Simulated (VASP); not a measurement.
Consider the following.

```yaml
crystal:
  lattice:
    - [2.24199, -3.84768, 0.00000]
    - [2.24199, 3.84768, 0.00000]
    - [0.00000, 0.00000, 4.59640]
  atoms:
    - { symbol: Ga, position: [0.15572, 0.84428, 0.91731] }
    - { symbol: Ga, position: [0.34428, 0.65572, 0.41731] }
    - { symbol: Ga, position: [0.65572, 0.34428, 0.58269] }
    - { symbol: Ga, position: [0.84428, 0.15572, 0.08269] }
```

These are rev-vdW-DF2, VASP's PBE PAW potentials (set 64) (plane waves; VASP) values and carry that method's errors. Settings: 520 eV cut-off, 9×9×8 Γ-centred mesh, tetrahedra with Blöchl corrections, potentials Ga_d.

The cores are frozen, which limits the accuracy of field gradients.

Task: Give the principal components of the electric field gradient (V/Å²) and the asymmetry η at each nucleus.

Result: 
```
atom   Vxx   Vyy    Vzz     η
----  ----  ----  -----  ----
Ga1   19.2  18.6  -37.8  0.01
Ga2   19.2  18.6  -37.8  0.01
Ga3   19.2  18.6  -37.8  0.01
Ga4   19.2  18.6  -37.8  0.01
```

The compound is Ga in the alpha structure. It was relaxed first.
